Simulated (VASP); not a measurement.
Write the native input for VASP 6.6.1 that does the following.

```
Task                   : single point
Functional             : PBE
Potentials or basis    : VASP PAW PBE potentials, release 64 (Si, Mo_sv)
Cutoff                 : 520 eV
k mesh                 : 8 × 8 × 8
Occupations            : gaussian, width 0.1 eV
Spin                   : no spin polarisation
Dipole correction      : no
Further INCAR settings : ALGO = Normal; EDIFF = 1e-06; NBANDS = 18
```

The structure of Si2Mo lies in POSCAR:

```
Si2Mo
1.0
   -1.6000000000      1.6000000000      3.9305000000
    1.6000000000     -1.6000000000      3.9305000000
    1.6000000000      1.6000000000     -3.9305000000
Si Mo
2 1
Direct
    0.3330000000      0.3330000000      0.0000000000
    0.6670000000      0.6670000000      0.0000000000
    0.0000000000      0.0000000000      0.0000000000
```

The input as run:

INCAR

```
SYSTEM = Si2Mo
PREC = Accurate
ENCUT = 520
EDIFF = 1E-6
ISMEAR = 0
SIGMA = 0.1
LREAL = .False.
LASPH = .True.
NELM = 100
ALGO = Normal
ISIF = 2
LWAVE = .False.
LCHARG = .True.
GGA = PE
LELF = .True.
LVHAR = .True.
NBANDS = 18
```

KPOINTS

```
Automatic mesh
0
Gamma
  8 8 8
  0 0 0
```

Potentials or basis: VASP PAW PBE potentials, release 64 (Si, Mo_sv).

Command:

```console
$ cat potpaw_PBE.64/Si/POTCAR potpaw_PBE.64/Mo_sv/POTCAR > POTCAR
$ mpirun -np 1 vasp_std > vasp.out
```

It gave:

The pressure is 2.4 GPa, the largest force is 0.313 eV/Å and the band gap on the k mesh is none (metal or under the smearing width).

Run time: 46 s on 1 thread of Intel(R) Xeon(R) Platinum 8488C (Sapphire Rapids) (shared host), peak memory 0.21 GiB.
